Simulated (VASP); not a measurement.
Output of a VASP run:

### OSZICAR
```
       N       E                     dE             d eps       ncg     rms          rms(c)
DAV:   1     0.100702474736E+03    0.10070E+03   -0.71067E+03   560   0.105E+03
DAV:   2    -0.127940806691E+02   -0.11350E+03   -0.11182E+03   578   0.342E+02
DAV:   3    -0.201674113199E+02   -0.73733E+01   -0.70082E+01   866   0.671E+01
DAV:   4    -0.202762082314E+02   -0.10880E+00   -0.10839E+00   768   0.942E+00
DAV:   5    -0.202794308102E+02   -0.32226E-02   -0.32200E-02   842   0.161E+00    0.877E+00
DAV:   6    -0.193482195207E+02    0.93121E+00   -0.47902E+00   916   0.252E+01    0.308E+00
DAV:   7    -0.193039008543E+02    0.44319E-01   -0.86915E-02   674   0.264E+00    0.177E+00
DAV:   8    -0.192820724189E+02    0.21828E-01   -0.32508E-02   796   0.147E+00    0.206E-01
DAV:   9    -0.192818160456E+02    0.25637E-03   -0.26761E-03   692   0.384E-01    0.827E-02
DAV:  10    -0.192817829342E+02    0.33111E-04   -0.17435E-04   840   0.133E-01    0.703E-02
DAV:  11    -0.192817822276E+02    0.70664E-06   -0.38574E-05   904   0.435E-02    0.473E-02
DAV:  12    -0.192817749818E+02    0.72458E-05   -0.23052E-05   792   0.380E-02    0.450E-03
DAV:  13    -0.192817750547E+02   -0.72869E-07   -0.64900E-07   412   0.594E-03
   1 F= -.19281775E+02 E0= -.19281325E+02  d E =-.135036E-02
```

File OUTCAR:
```
------------------------ aborting loop because EDIFF is reached ----------------------------------------
  FORCE on cell =-STRESS in cart. coord.  units (eV):
  Direction    XX          YY          ZZ          XY          YZ          ZX
  --------------------------------------------------------------------------------------
  Total        0.0871804      0.0871804      0.0871804     -0.0000000     -0.0000000      0.0000000
  in kB        2.0266460      2.0266460      2.0266460     -0.0000000     -0.0000000      0.0000000
  external PRESSURE =       2.0266460 kB  Pullay stress =       0.0000000 kB
  volume of cell :       68.92
      direct lattice vectors                 reciprocal lattice vectors
     4.100000000  0.000000000  0.000000000     0.243902439  0.000000000  0.000000000
     0.000000000  4.100000000  0.000000000     0.000000000  0.243902439  0.000000000
     0.000000000  0.000000000  4.100000000     0.000000000  0.000000000  0.243902439
 POSITION                                       TOTAL-FORCE (eV/Angst)
 -----------------------------------------------------------------------------------
      0.00000      0.00000      0.00000         0.000000      0.000000      0.000000
      0.00000      2.05000      2.05000         0.000000      0.000000      0.000000
      2.05000      0.00000      2.05000         0.000000      0.000000      0.000000
      2.05000      2.05000      0.00000         0.000000      0.000000      0.000000
 -----------------------------------------------------------------------------------
    total drift:                               -0.000000     -0.000000     -0.000000
  FREE ENERGIE OF THE ION-ELECTRON SYSTEM (eV)
  ---------------------------------------------------
  free  energy   TOTEN  =       -19.2817750547 eV

  energy  without entropy=      -19.2804246951  energy(sigma->0) =      -19.28132493
```
(Selected blocks of OUTCAR.)

**POSCAR**
```
Al3Sc
1
    4.1000000000     0.0000000000     0.0000000000
    0.0000000000     4.1000000000     0.0000000000
    0.0000000000     0.0000000000     4.1000000000
Sc Al
1 3
Direct
  0.0000000000   0.0000000000   0.0000000000
  0.0000000000   0.5000000000   0.5000000000
  0.5000000000   0.0000000000   0.5000000000
  0.5000000000   0.5000000000   0.0000000000
```

### Question
Reconstruct the remaining input files.

### Answer
Several could match; the one computed here: the input of the run itself, PBE GGA, plane waves, VASP's PBE PAW potentials (set 64).

### INCAR
```
SYSTEM = Al3Sc
PREC = Accurate; ENCUT = 400; LREAL = F
LASPH = T
EDIFF = 1E-6; NELM = 100; ALGO = Normal
LMAXMIX = 4
ISMEAR = 1; SIGMA = 0.1
GGA = PE
ISIF = 2
LWAVE = F; LCHARG = F
```

**KPOINTS**
```
Automatic mesh
0
gamma
6 6 6
```

POTCAR, in this order: Sc_sv Al (PBE.64 set). Program: vasp_std.

The compound is Al3Sc in the L1_2 structure. The cell was not relaxed at this level.
